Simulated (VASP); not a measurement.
Energy against volume of Ge (diamond). Level of theory: revPBE GGA, VASP's PBE PAW potentials (set 64) (plane waves; VASP).

```
V (Å³/atom)  E (eV/atom)
-----------  -----------
22.878          -4.21527
23.608          -4.22890
24.338          -4.23337
25.068          -4.23018
25.798          -4.22057
```

### Question
Fit a third-order Birch-Murnaghan equation of state.

### Answer

The volume per atom comes out as 24.38 Å³/atom and the bulk modulus comes out as 55.5 GPa. The pressure derivative of the bulk modulus comes out as 4.92. The lattice constant a is 5.799 Å.

Measured: bulk modulus 77.3 GPa at 0 K (computed value off by -28.3 %), as given by Tanner et al., (2021), arXiv:2110.11888 [low-temperature value with the zero-point effect removed]; a 5.644 Å at 0 K (computed value off by +2.7 %), as given by Daniel Mejia-Rodriguez et al., Physical Review B (2018), arXiv:1807.09216 [static lattice: zero-point anharmonic expansion removed].

The compound is Ge in the diamond structure. It was relaxed first, which changed the volume by +8 %.
